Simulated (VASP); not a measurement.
A VASP calculation is set up with these files.

### INCAR
```
AGGAC = 0.0
ALGO = Normal
EDIFF = 1E-7
ENCUT = 520
GGA = ML
ISIF = 2
ISMEAR = 0
LASPH = .True.
LCHARG = .False.
LMAXMIX = 4
LREAL = .False.
LUSE_VDW = .True.
LWAVE = .False.
NELM = 100
PREC = Accurate
SIGMA = 0.05
SYSTEM = BaF2
ZAB_VDW = -1.8867
```

KPOINTS:
```
Automatic mesh
0
Gamma
6 6 6
0 0 0
```

POSCAR:
```
BaF2
3.1105510
  0.0000000000   1.0000000647   1.0000000647
  1.0000000647   0.0000000000   1.0000000647
  1.0000000647   1.0000000647   0.0000000000
Ba F
1 2
Cartesian
  1.0000000647   0.0000000000   1.0000000647
  0.5000000324   0.5000000324   0.5000000324
  1.5000000971   1.5000000971   1.5000000971
```

POTCAR, in this order: Ba_sv F (PBE.64 set). Program: vasp_std.

**Question.** Write an equivalent input for Quantum ESPRESSO's pw.x.

**Answer.** One equivalent input (not run):
```
&CONTROL
  calculation = 'scf'
  pseudo_dir = './pseudo'
  outdir = './out'
  tprnfor = .true.
  tstress = .true.
/
&SYSTEM
  ibrav = 0
  nat = 3
  ntyp = 2
  ecutwfc = 84
  occupations = 'smearing'
  smearing = 'gaussian'
  degauss = 0.003675
  input_dft = 'vdw-df2'
/
&ELECTRONS
  conv_thr = 7.3e-09
  electron_maxstep = 100
/
ATOMIC_SPECIES
  Ba 137.327 Ba.upf
  F 18.998 F.upf
CELL_PARAMETERS angstrom
     0.0000000    3.1105512    3.1105512
     3.1105512    0.0000000    3.1105512
     3.1105512    3.1105512    0.0000000
ATOMIC_POSITIONS crystal
  Ba   0.0000000  1.0000000  0.0000000
  F    0.2500000  0.2500000  0.2500000
  F    0.7500000  0.7500000  0.7500000
K_POINTS automatic
  6 6 6 0 0 0
```
The two are equivalent in intent, not identical: the potentials are each code's own (VASP's PAW set, PseudoDojo norm-conserving files in pw.x), so ENCUT and ecutwfc are chosen apart and not converted; conv_thr bounds pw.x's estimated SCF error, while EDIFF bounds the energy change between steps.

The compound is BaF2 in the fluorite structure. This cell is one point of a volume scan, at 0.94 of the reference volume.
